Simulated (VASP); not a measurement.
Method: LDA (Ceperley-Alder, Perdew-Zunger), VASP's LDA PAW potentials (set 64) (plane waves; VASP 6.6.1).

The input files of a VASP run:

### POSCAR
```
GaN
2.2320110
  0.0000000000   1.0000001386   1.0000001386
  1.0000001386   0.0000000000   1.0000001386
  1.0000001386   1.0000001386   0.0000000000
Ga N
1 1
direct
  0.0000000000   0.0000000000   0.0000000000
  0.2500000000   0.2500000000   0.2500000000
```

INCAR:
```
ALGO = Normal
EDIFF = 1E-7
ENCUT = 520
ISIF = 2
ISMEAR = -5
LASPH = .True.
LCHARG = .True.
LMAXMIX = 4
LORBIT = 11
LREAL = .False.
LWAVE = .False.
NEDOS = 601
NELM = 100
PREC = Accurate
SYSTEM = GaN
```

File KPOINTS:
```
Automatic mesh
0
Gamma
11 11 11
0 0 0
```

POTCAR, in this order: Ga_d N (LDA.64 set). Program: vasp_std.

The resulting files:

**OSZICAR**
```
       N       E                     dE             d eps       ncg     rms          rms(c)
DAV:   1     0.855022014593E+02    0.85502E+02   -0.98483E+03  1592   0.248E+03
DAV:   2    -0.924206788016E+01   -0.94744E+02   -0.90161E+02  1666   0.358E+02
DAV:   3    -0.159127594130E+02   -0.66707E+01   -0.66325E+01  1646   0.856E+01
DAV:   4    -0.160102371146E+02   -0.97478E-01   -0.97387E-01  1737   0.107E+01
DAV:   5    -0.160116288240E+02   -0.13917E-02   -0.13917E-02  1647   0.121E+00    0.760E+00
DAV:   6    -0.139974885776E+02    0.20141E+01   -0.59894E+00  2144   0.506E+01    0.268E+00
DAV:   7    -0.139725157716E+02    0.24973E-01   -0.30130E-01  1486   0.736E+00    0.170E+00
DAV:   8    -0.139482560943E+02    0.24260E-01   -0.80745E-02  1589   0.382E+00    0.698E-01
DAV:   9    -0.139443554871E+02    0.39006E-02   -0.18914E-02  2084   0.333E+00    0.184E-01
DAV:  10    -0.139443731357E+02   -0.17649E-04   -0.21576E-03  1900   0.794E-01    0.642E-02
DAV:  11    -0.139443112893E+02    0.61846E-04   -0.28977E-04  2169   0.346E-01    0.783E-03
DAV:  12    -0.139443129782E+02   -0.16889E-05   -0.22809E-05  1501   0.678E-02    0.385E-03
DAV:  13    -0.139443130277E+02   -0.49566E-07   -0.93112E-07  1671   0.102E-02
   1 F= -.13944313E+02 E0= -.13944313E+02  d E =0.000000E+00
```

**OUTCAR**
```
------------------------ aborting loop because EDIFF is reached ----------------------------------------
  FORCE on cell =-STRESS in cart. coord.  units (eV):
  Direction    XX          YY          ZZ          XY          YZ          ZX
  --------------------------------------------------------------------------------------
  Total       -0.0111016     -0.0111016     -0.0111016      0.0000000      0.0000000     -0.0000000
  in kB       -0.7997946     -0.7997946     -0.7997946      0.0000000      0.0000000     -0.0000000
  external PRESSURE =      -0.7997946 kB  Pullay stress =       0.0000000 kB
  volume of cell :       22.24
      direct lattice vectors                 reciprocal lattice vectors
     0.000000000  2.232011309  2.232011309    -0.224013202  0.224013202  0.224013202
     2.232011309  0.000000000  2.232011309     0.224013202 -0.224013202  0.224013202
     2.232011309  2.232011309  0.000000000     0.224013202  0.224013202 -0.224013202
  FREE ENERGIE OF THE ION-ELECTRON SYSTEM (eV)
  ---------------------------------------------------
  free  energy   TOTEN  =       -13.9443130277 eV

  energy  without entropy=      -13.9443130277  energy(sigma->0) =      -13.94431303

 total charge

# of ion       s       p       d       tot
------------------------------------------
    1        0.804   0.945  10.194  11.943
    2        1.209   2.507   0.000   3.716
--------------------------------------------------
tot          2.013   3.452  10.194  15.659
```
(Selected blocks of OUTCAR.)

**OUTCAR**
```
 val. band max:        5.3529005374   @ k =   0.0000   0.0000   0.0000

 cond. band min:       7.2873404087   @ k =   0.0000   0.0000   0.0000


 Fermi energy:         5.3870959908

 k-point     1 :       0.0000    0.0000    0.0000
  band No.  band energies     occupation
      1     -10.7027      2.00000
      2      -8.2303      2.00000
      3      -8.2303      2.00000
      4      -8.2303      2.00000
      5      -7.8824      2.00000
      6      -7.8824      2.00000
      7       5.3529      2.00000
      8       5.3529      2.00000
      9       5.3529      2.00000
     10       7.2873      0.00000
     11      15.6425      0.00000
     12      15.6425      0.00000
     13      15.6425      0.00000

 k-point     2 :       0.0909    0.0000    0.0000
  band No.  band energies     occupation
      1     -10.6042      2.00000
      2      -8.2180      2.00000
      3      -8.2180      2.00000
      4      -8.1992      2.00000
      5      -7.8837      2.00000
      6      -7.8837      2.00000
      7       4.4223      2.00000
      8       5.2593      2.00000
      9       5.2593      2.00000
     10       7.9988      0.00000
     11      15.2177      0.00000
     12      15.7863      0.00000
     13      15.7863      0.00000

 k-point     3 :       0.1818    0.0000    0.0000
  band No.  band energies     occupation
      1     -10.3479      2.00000
      2      -8.1880      2.00000
      3      -8.1880      2.00000
      4      -8.0701      2.00000
      5      -7.8837      2.00000
      6      -7.8837      2.00000
      7       2.7729      2.00000
      8       5.0216      2.00000
      9       5.0216      2.00000
     10       8.9892      0.00000
     11      14.4901      0.00000
     12      16.0510      0.00000
     13      16.0510      0.00000

 k-point     4 :       0.2727    0.0000    0.0000
  band No.  band energies     occupation
      1     -10.0512      2.00000
      2      -8.1576      2.00000
      3      -8.1576      2.00000
...
```

The compound is GaN in the zinc blende structure, a metastable form; wurtzite is the usual one. It was relaxed first.
